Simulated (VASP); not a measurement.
All values below come from PBEsol GGA, VASP's PBE PAW potentials (set 64) (plane waves; VASP).

Input for VASP

**KPOINTS**
```
Automatic mesh
0
Gamma
17 17 17
0 0 0
```

INCAR:
```
SYSTEM = Au
PREC = Accurate
ENCUT = 400
EDIFF = 1E-7
NELM = 100
ALGO = Normal
LREAL = .FALSE.
LASPH = .TRUE.
ISMEAR = -5
GGA = PS
LMAXMIX = 6
LWAVE = .FALSE.
LCHARG = .TRUE.
LORBIT = 11
NEDOS = 601
ISIF = 2
```

### POSCAR
```
Au
1
    0.0000000000     2.0404513352     2.0404513352
    2.0404513352    -0.0000000000     2.0404513352
    2.0404513352     2.0404513352     0.0000000000
Au
1
Direct
  0.0000000000   0.0000000000   0.0000000000
```

POTCAR, in this order: Au (PBE.64 set). Program: vasp_std.

Output of the run:

**OUTCAR**
```
 ion  position               nearest neighbor table
   1  0.000  0.000  0.000-
  LATTYP: Found a face centered cubic cell.
 ALAT       =     4.0809026704
 Subroutine PRICEL returns:
 Original cell was already a primitive cell.
 Subroutine GETGRP returns: Found 48 space group operations
The static configuration has the point symmetry O_h .
The dynamic configuration has the point symmetry O_h .
 Subroutine INISYM returns: Found 48 space group operations
 Subroutine IBZKPT returns following result:
 Found    165 irreducible k-points:

 Following reciprocal coordinates:
            Coordinates               Weight
  0.000000  0.000000  0.000000      1.000000
  0.058824  0.000000  0.000000      8.000000
  0.117647  0.000000  0.000000      8.000000
  0.176471  0.000000  0.000000      8.000000
  0.235294  0.000000  0.000000      8.000000
  0.294118  0.000000  0.000000      8.000000
  0.352941  0.000000  0.000000      8.000000
  0.411765  0.000000  0.000000      8.000000
  0.470588  0.000000  0.000000      8.000000
  0.058824  0.058824  0.000000      6.000000
  0.117647  0.058824  0.000000     24.000000
  0.176471  0.058824  0.000000     24.000000
  0.235294  0.058824  0.000000     24.000000
  0.294118  0.058824  0.000000     24.000000
  0.352941  0.058824  0.000000     24.000000
  0.411765  0.058824  0.000000     24.000000
  0.470588  0.058824  0.000000     24.000000
 -0.470588  0.058824  0.000000     24.000000
 -0.411765  0.058824  0.000000     24.000000
 -0.352941  0.058824  0.000000     24.000000
 -0.294118  0.058824  0.000000     24.000000
 -0.235294  0.058824  0.000000     24.000000
 -0.176471  0.058824  0.000000     24.000000
 -0.117647  0.058824  0.000000     24.000000
 -0.058824  0.058824  0.000000     12.000000
...
```

**OSZICAR**
```
       N       E                     dE             d eps       ncg     rms          rms(c)
DAV:   1     0.288857762417E+02    0.28886E+02   -0.50302E+03  3619   0.863E+02
DAV:   2    -0.403520111093E+01   -0.32921E+02   -0.31261E+02  3086   0.168E+02
DAV:   3    -0.426319739460E+01   -0.22800E+00   -0.22790E+00  3511   0.142E+01
DAV:   4    -0.426381575044E+01   -0.61836E-03   -0.61856E-03  3382   0.776E-01
DAV:   5    -0.426381977305E+01   -0.40226E-05   -0.40235E-05  3345   0.602E-02    0.968E+00
DAV:   6    -0.395001634706E+01    0.31380E+00   -0.10241E+00  3033   0.981E+00    0.598E+00
DAV:   7    -0.392686615536E+01    0.23150E-01   -0.88480E-02  3213   0.281E+00    0.286E+00
DAV:   8    -0.392383545279E+01    0.30307E-02   -0.18481E-03  3134   0.486E-01    0.280E-01
DAV:   9    -0.392382489725E+01    0.10556E-04   -0.73852E-06  3301   0.318E-02    0.169E-02
DAV:  10    -0.392382826346E+01   -0.33662E-05   -0.10286E-06  3298   0.107E-02    0.232E-03
DAV:  11    -0.392382831885E+01   -0.55396E-07   -0.34688E-08  1844   0.191E-03
   1 F= -.39238283E+01 E0= -.39238283E+01  d E =0.000000E+00
```

OUTCAR:
```
------------------------ aborting loop because EDIFF is reached ----------------------------------------
  FORCE on cell =-STRESS in cart. coord.  units (eV):
  Direction    XX          YY          ZZ          XY          YZ          ZX
  --------------------------------------------------------------------------------------
  Total       -0.0046531     -0.0046531     -0.0046531      0.0000000     -0.0000000      0.0000000
  in kB       -0.4387791     -0.4387791     -0.4387791      0.0000000     -0.0000000      0.0000000
  external PRESSURE =      -0.4387791 kB  Pullay stress =       0.0000000 kB
  volume of cell :       16.99
      direct lattice vectors                 reciprocal lattice vectors
     0.000000000  2.040451335  2.040451335    -0.245043825  0.245043825  0.245043825
     2.040451335  0.000000000  2.040451335     0.245043825 -0.245043825  0.245043825
     2.040451335  2.040451335  0.000000000     0.245043825  0.245043825 -0.245043825
 POSITION                                       TOTAL-FORCE (eV/Angst)
 -----------------------------------------------------------------------------------
      0.00000      0.00000      0.00000         0.000000      0.000000      0.000000
 -----------------------------------------------------------------------------------
    total drift:                               -0.000000     -0.000000     -0.000000
  FREE ENERGIE OF THE ION-ELECTRON SYSTEM (eV)
  ---------------------------------------------------
  free  energy   TOTEN  =        -3.9238283189 eV

  energy  without entropy=       -3.9238283189  energy(sigma->0) =       -3.92382832

 total charge

# of ion       s       p       d       tot
------------------------------------------
    1        0.536   0.361   8.749   9.646
```
(Selected blocks of OUTCAR.)

For a metal the tetrahedron method with Blöchl corrections gives inexact stress and forces.

The compound is Au in the fcc structure. It was relaxed first.
